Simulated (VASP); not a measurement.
Output of a VASP run:

**OSZICAR**
```
       N       E                     dE             d eps       ncg     rms          rms(c)
DAV:   1     0.924183812005E+02    0.92418E+02   -0.10535E+04  4827   0.271E+03
DAV:   2    -0.699686736587E+01   -0.99415E+02   -0.92709E+02  4946   0.381E+02
DAV:   3    -0.147653511207E+02   -0.77685E+01   -0.77139E+01  5011   0.954E+01
DAV:   4    -0.149058198818E+02   -0.14047E+00   -0.14032E+00  5324   0.136E+01
DAV:   5    -0.149080542077E+02   -0.22343E-02   -0.22342E-02  4965   0.151E+00    0.726E+00
DAV:   6    -0.130933777658E+02    0.18147E+01   -0.52911E+00  6864   0.498E+01    0.263E+00
DAV:   7    -0.130847972653E+02    0.85805E-02   -0.32606E-01  4461   0.737E+00    0.171E+00
DAV:   8    -0.130675455601E+02    0.17252E-01   -0.64892E-02  5346   0.383E+00    0.695E-01
DAV:   9    -0.130633330893E+02    0.42125E-02   -0.18777E-02  6863   0.336E+00    0.164E-01
DAV:  10    -0.130634490905E+02   -0.11600E-03   -0.14833E-03  5032   0.634E-01    0.652E-02
DAV:  11    -0.130634246133E+02    0.24477E-04   -0.15258E-04  6671   0.238E-01    0.985E-03
DAV:  12    -0.130634263860E+02   -0.17727E-05   -0.11832E-05  5103   0.524E-02    0.308E-03
DAV:  13    -0.130634263038E+02    0.82160E-07   -0.54359E-07  4906   0.785E-03
   1 F= -.13063426E+02 E0= -.13063426E+02  d E =-.574805E-15
```

**OUTCAR**
```
------------------------ aborting loop because EDIFF is reached ----------------------------------------
  FORCE on cell =-STRESS in cart. coord.  units (eV):
  Direction    XX          YY          ZZ          XY          YZ          ZX
  --------------------------------------------------------------------------------------
  Total        0.0048938      0.1973632      0.1973632      0.0000000      0.8351834      0.0000000
  in kB        0.3452453     13.9236042     13.9236042      0.0000000     58.9206152      0.0000000
  external PRESSURE =       9.3974846 kB  Pullay stress =       0.0000000 kB
  volume of cell :       22.71
      direct lattice vectors                 reciprocal lattice vectors
     0.000000000  2.247665734  2.247665734    -0.222453006  0.222453006  0.222453006
     2.247665734  0.000000000  2.247665734     0.222453006 -0.222453006  0.222453006
     2.247665734  2.247665734  0.000000000     0.222453006  0.222453006 -0.222453006
 POSITION                                       TOTAL-FORCE (eV/Angst)
 -----------------------------------------------------------------------------------
      0.10000      2.24767      2.24767        -1.209397     -0.000000     -0.000000
      1.12383      1.12383      1.12383         1.209397      0.000000      0.000000
 -----------------------------------------------------------------------------------
    total drift:                               -0.000424      0.000001      0.000001
  FREE ENERGIE OF THE ION-ELECTRON SYSTEM (eV)
  ---------------------------------------------------
  free  energy   TOTEN  =       -13.0634263038 eV

  energy  without entropy=      -13.0634263038  energy(sigma->0) =      -13.06342630
```
(Selected blocks of OUTCAR.)

File POSCAR:
```
GaN
1
    0.0000000000     2.2476657336     2.2476657336
    2.2476657336     0.0000000000     2.2476657336
    2.2476657336     2.2476657336     0.0000000000
Ga N
1 1
Direct
 -0.0222453006   0.0222453006   0.0222453006
  0.2500000000   0.2500000000   0.2500000000
```

**Question.** Write an INCAR and KPOINTS that could have produced this output.

**Answer.** This is not unique; one that fits is the input of the run itself, PBEsol GGA, plane waves, VASP's PBE PAW potentials (set 64).

File KPOINTS:
```
Automatic mesh
0
Gamma
10 10 10
0 0 0
```

**INCAR**
```
ALGO = Normal
EDIFF = 1E-7
ENCUT = 600
GGA = PS
ISIF = 2
ISMEAR = 0
LASPH = .True.
LCHARG = .False.
LMAXMIX = 4
LREAL = .False.
LWAVE = .False.
NELM = 100
PREC = Accurate
SIGMA = 0.05
SYSTEM = GaN
```

POTCAR, in this order: Ga_d N (PBE.64 set). Program: vasp_std.

The compound is GaN in the zinc blende structure, a metastable form; wurtzite is the usual one. This cell was strained or had an atom moved on purpose.
